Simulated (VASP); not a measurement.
These are PBE GGA with D4 dispersion, VASP's PBE PAW potentials (set 64) (plane waves; VASP) values and carry that method's errors.

VASP input:

**POSCAR**
```
WSe2
1
    1.6563067945    -2.8688071933     0.0000000000
    1.6563067945     2.8688071933     0.0000000000
    0.0000000000     0.0000000000    12.9776518980
W Se
2 4
Direct
  0.3333330000   0.6666670000   0.2500000000
  0.6666670000   0.3333330000   0.7500000000
  0.3333330000   0.6666670000   0.8813873450
  0.6666670000   0.3333330000   0.3813873450
  0.6666670000   0.3333330000   0.1186126550
  0.3333330000   0.6666670000   0.6186126550
```

File KPOINTS:
```
Automatic mesh
0
Gamma
8 8 2
0 0 0
```

**INCAR**
```
ALGO=Normal
EDIFF=1E-7
EDIFFG=-0.01
ENCUT=520
GGA=PE
IBRION=2
ISIF=4
ISMEAR=0
IVDW=13
LASPH=.True.
LCHARG=.False.
LMAXMIX=6
LREAL=.False.
LWAVE=.False.
NELM=100
NSW=30
PREC=Accurate
SIGMA=0.05
SYSTEM=WSe2
```

POTCAR, in this order: W_sv Se (PBE.64 set). Program: vasp_std.

The resulting files:

### OSZICAR
```
       N       E                     dE             d eps       ncg     rms          rms(c)
DAV:   1     0.507423015775E+03    0.50742E+03   -0.28265E+04  1408   0.163E+03
DAV:   2    -0.106991769131E+02   -0.51812E+03   -0.50568E+03  1492   0.425E+02
DAV:   3    -0.442839544764E+02   -0.33585E+02   -0.32903E+02  1590   0.951E+01
DAV:   4    -0.451506386011E+02   -0.86668E+00   -0.86404E+00  1545   0.151E+01
DAV:   5    -0.451664181621E+02   -0.15780E-01   -0.15773E-01  1549   0.213E+00    0.280E+01
DAV:   6    -0.435753082627E+02    0.15911E+01   -0.12347E+01  1420   0.190E+01    0.991E+00
DAV:   7    -0.433221829821E+02    0.25313E+00   -0.55397E+00  1419   0.961E+00    0.558E+00
DAV:   8    -0.431292425033E+02    0.19294E+00   -0.84395E-01  1624   0.503E+00    0.117E+00
DAV:   9    -0.431317926423E+02   -0.25501E-02   -0.69164E-02  1558   0.135E+00    0.793E-01
DAV:  10    -0.431303899213E+02    0.14027E-02   -0.22054E-02  1609   0.936E-01    0.210E-01
DAV:  11    -0.431302096922E+02    0.18023E-03   -0.31233E-03  1565   0.340E-01    0.140E-01
DAV:  12    -0.431301918402E+02    0.17852E-04   -0.11856E-04  1558   0.565E-02    0.993E-02
DAV:  13    -0.431301844286E+02    0.74116E-05   -0.14701E-04  1610   0.663E-02    0.385E-03
DAV:  14    -0.431301854940E+02   -0.10654E-05   -0.42024E-06  1471   0.127E-02    0.609E-03
DAV:  15    -0.431301855955E+02   -0.10148E-06   -0.31717E-07  1282   0.332E-03    0.318E-03
DAV:  16    -0.431301856636E+02   -0.68108E-07   -0.10260E-07  1019   0.196E-03
   1 F= -.46018986E+02 E0= -.46018986E+02  d E =-.460190E+02
       N       E                     dE             d eps       ncg     rms          rms(c)
DAV:   1    -0.431538781955E+02   -0.23693E-01   -0.18680E+00  1297   0.690E+00    0.114E+00
DAV:   2    -0.431551990308E+02   -0.13208E-02   -0.11152E-01  1450   0.143E+00    0.499E-01
DAV:   3    -0.431533417729E+02    0.18573E-02   -0.11592E-02  1478   0.585E-01    0.359E-01
DAV:   4    -0.431527412788E+02    0.60049E-03   -0.23930E-03  1599   0.248E-01    0.169E-01
DAV:   5    -0.431527608445E+02   -0.19566E-04   -0.34737E-04  1427   0.934E-02    0.374E-02
DAV:   6    -0.431527379708E+02    0.22874E-04   -0.86691E-05  1458   0.503E-02    0.121E-02
DAV:   7    -0.431527387632E+02   -0.79238E-06   -0.10526E-05  1688   0.136E-02    0.402E-03
DAV:   8    -0.431527389892E+02   -0.22602E-06   -0.12890E-06  1464   0.676E-03    0.121E-03
DAV:   9    -0.431527389687E+02    0.20451E-07   -0.63439E-08   928   0.157E-03
   2 F= -.46040135E+02 E0= -.46040135E+02  d E =-.211489E-01
       N       E                     dE             d eps       ncg     rms          rms(c)
DAV:   1    -0.431527988223E+02   -0.59833E-04   -0.88530E-03  1304   0.476E-01    0.773E-02
DAV:   2    -0.431528014806E+02   -0.26583E-05   -0.54168E-04  1485   0.998E-02    0.355E-02
DAV:   3    -0.431527908944E+02    0.10586E-04   -0.65501E-05  1470   0.435E-02    0.256E-02
DAV:   4    -0.431527866844E+02    0.42101E-05   -0.12366E-05  1611   0.179E-02    0.122E-02
DAV:   5    -0.431527860947E+02    0.58967E-06   -0.21973E-06  1388   0.696E-03    0.239E-03
DAV:   6    -0.431527861265E+02   -0.31758E-07   -0.42443E-07  1300   0.324E-03
   3 F= -.46040279E+02 E0= -.46040279E+02  d E =-.212924E-01
       N       E                     dE             d eps       ncg     rms          rms(c)
DAV:   1    -0.431798099916E+02   -0.27024E-01   -0.11609E+00  1240   0.686E+00    0.911E-01
DAV:   2    -0.431644775902E+02    0.15332E-01   -0.97072E-02  1421   0.170E+00    0.454E-01
DAV:   3    -0.431612203633E+02    0.32572E-02   -0.62175E-03  1506   0.486E-01    0.197E-01
DAV:   4    -0.431601411753E+02    0.10792E-02   -0.33856E-03  1422   0.293E-01    0.820E-02
DAV:   5    -0.431601633051E+02   -0.22130E-04   -0.39433E-04  1438   0.115E-01    0.467E-02
DAV:   6    -0.431601440701E+02    0.19235E-04   -0.98824E-05  1579   0.569E-02    0.110E-02
DAV:   7    -0.431601459327E+02   -0.18626E-05   -0.73895E-06  1580   0.153E-02    0.470E-03
DAV:   8    -0.431601460718E+02   -0.13909E-06   -0.14449E-06  1633   0.738E-03    0.998E-04
DAV:   9    -0.431601461210E+02   -0.49223E-07   -0.11090E-07   942   0.196E-03
   4 F= -.46047941E+02 E0= -.46047941E+02  d E =-.766270E-02
       N       E                     dE             d eps       ncg     rms          rms(c)
DAV:   1    -0.431944751335E+02   -0.34329E-01   -0.18395E+00  1240   0.862E+00    0.115E+00
DAV:   2    -0.431699912093E+02    0.24484E-01   -0.15722E-01  1435   0.216E+00    0.573E-01
DAV:   3    -0.431648083349E+02    0.51829E-02   -0.99129E-03  1492   0.615E-01    0.250E-01
DAV:   4    -0.431630620297E+02    0.17463E-02   -0.55011E-03  1436   0.372E-01    0.105E-01
DAV:   5    -0.431630968896E+02   -0.34860E-04   -0.62401E-04  1444   0.145E-01    0.596E-02
DAV:   6    -0.431630649892E+02    0.31900E-04   -0.16227E-04  1580   0.734E-02    0.138E-02
DAV:   7    -0.431630679032E+02   -0.29141E-05   -0.11918E-05  1616   0.195E-02    0.575E-03
DAV:   8    -0.431630681488E+02   -0.24556E-06   -0.22970E-06  1625   0.921E-03    0.126E-03
DAV:   9    -0.431630682230E+02   -0.74217E-07   -0.19933E-07  1083   0.258E-03
   5 F= -.46051261E+02 E0= -.46051261E+02  d E =-.109827E-01
```

File OUTCAR:
```
------------------------ aborting loop because EDIFF is reached ----------------------------------------
  Edisp (eV):   -2.88819
  FORCE on cell =-STRESS in cart. coord.  units (eV):
  Direction    XX          YY          ZZ          XY          YZ          ZX
  --------------------------------------------------------------------------------------
  Total      -0.88723    -0.88723    -0.84723     0.00000     0.00000     0.00000
  in kB     -11.52596   -11.52596   -11.00632     0.00000     0.00000     0.00000
  external pressure =      -11.35 kB  Pullay stress =        0.00 kB
  volume of cell :      123.33
      direct lattice vectors                 reciprocal lattice vectors
     1.647435268 -2.853441305  0.000000000     0.303502062 -0.175227014  0.000000000
     1.647435268  2.853441305  0.000000000     0.303502062  0.175227014  0.000000000
    -0.000000000  0.000000000 13.117798724    -0.000000000  0.000000000  0.076232302
 POSITION                                       TOTAL-FORCE (eV/Angst)
 -----------------------------------------------------------------------------------
      1.64744      0.95115      3.27945         0.000000     -0.000000     -0.000000
      1.64744     -0.95115      9.83835        -0.000000      0.000000     -0.000000
      1.64744      0.95115     11.52310        -0.000000      0.000000      0.004421
      1.64744     -0.95115      4.96420        -0.000000     -0.000000      0.004421
      1.64744     -0.95115      1.59470         0.000000     -0.000000     -0.004421
      1.64744      0.95115      8.15360        -0.000000      0.000000     -0.004421
 -----------------------------------------------------------------------------------
    total drift:                               -0.000141      0.001066     -0.000034
  FREE ENERGIE OF THE ION-ELECTRON SYSTEM (eV)
  ---------------------------------------------------
  free  energy   TOTEN  =       -46.0512613180 eV

  energy  without entropy=      -46.0512613180  energy(sigma->0) =      -46.05126132

 reached required accuracy - stopping structural energy minimisation
```
(Selected blocks of OUTCAR.)

File CONTCAR:
```
WSe2
   1.00000000000000
     1.6474352675534203   -2.8534413049671739    0.0000000000000000
     1.6474352675534203    2.8534413049671739    0.0000000000000000
    -0.0000000000000000    0.0000000000000000   13.1177987238394671
  W               Se
     2     4
Direct
     0.3333330000000032    0.6666669999999968    0.2500000000000000
     0.6666669999999968    0.3333330000000032    0.7500000000000000
     0.3333330000000032    0.6666669999999968    0.8784326214127857
     0.6666669999999968    0.3333330000000032    0.3784326214127856
     0.6666669999999968    0.3333330000000032    0.1215673785872144
     0.3333330000000032    0.6666669999999968    0.6215673785872143
```

The compound is WSe2 in the 2H layered structure. This cell is one point of a volume scan, at 1.03 of the reference volume. Symmetry was kept, so distortions that lower it aren't found.
